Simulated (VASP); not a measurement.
```
CELL_PARAMETERS angstrom
      0.00000     2.39724     2.39724
      2.39724     0.00000     2.39724
      2.39724     2.39724     0.00000
ATOMIC_POSITIONS crystal
  Ca 0.00000 0.00000 0.00000
  O  0.50000 0.50000 0.50000
```

These are r2SCAN+rVV10, VASP's PBE PAW potentials (set 64) (plane waves; VASP 6.6.1) values and carry that method's errors. Numerical set-up: 520 eV cut-off, 10×10×10 Γ-centred mesh, Gaussian smearing of 0.050 eV, potentials Ca_sv O.

Task: Predict the energy per atom (σ→0), band gap (on the k-mesh) with the smallest direct gap where there is one.

Result: 
```yaml
band gap (on the k-mesh): 4.15 eV
smallest direct gap (on the k-mesh): 4.53 eV
energy per atom (σ→0): -9.517 eV/atom
```

Total energies compare only between runs with the same potentials, cut-off and functional.

The compound is CaO in the rock salt structure. It was relaxed first.
